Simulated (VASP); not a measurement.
```
LaB
1.0
    0.00000     3.36018     3.36018
    3.36018     0.00000     3.36018
    3.36018     3.36018     0.00000
La B
1 1
Cartesian
  0.00000   0.00000   0.00000
  1.68009   1.68009   1.68009
```

Method: PBE GGA, VASP's PBE PAW potentials (set 64) (plane waves; VASP). Numerical set-up: 520 eV cut-off, 9×9×9 Γ-centred mesh, first-order Methfessel-Paxton smearing of 0.10 eV, potentials La B.

Energy and stress use the plane-wave basis of the starting cell.

Question: The ions, cell shape and volume are relaxed. What does this cell relax into?

Answer: 
```
LaB
1.0
    0.00000     3.02427     3.02427
    3.02427     0.00000     3.02427
    3.02427     3.02427     0.00000
La B
1 1
Direct
  0.00000   0.00000   0.00000
  0.25000   0.25000   0.25000
```
Space group F-43m (216), at a tolerance of 0.03 Å.

Question: How do energy and volume change from the first to the last step?

Answer: The energy (σ→0) changes by -334.7 meV/atom and the volume by -27.1 %, in 5 ionic steps.

The structure was generated: LaB was put into the zinc blende type (F-43m), which need not be its known phase. This run relaxes it. Symmetry was kept, so distortions that lower it aren't found.
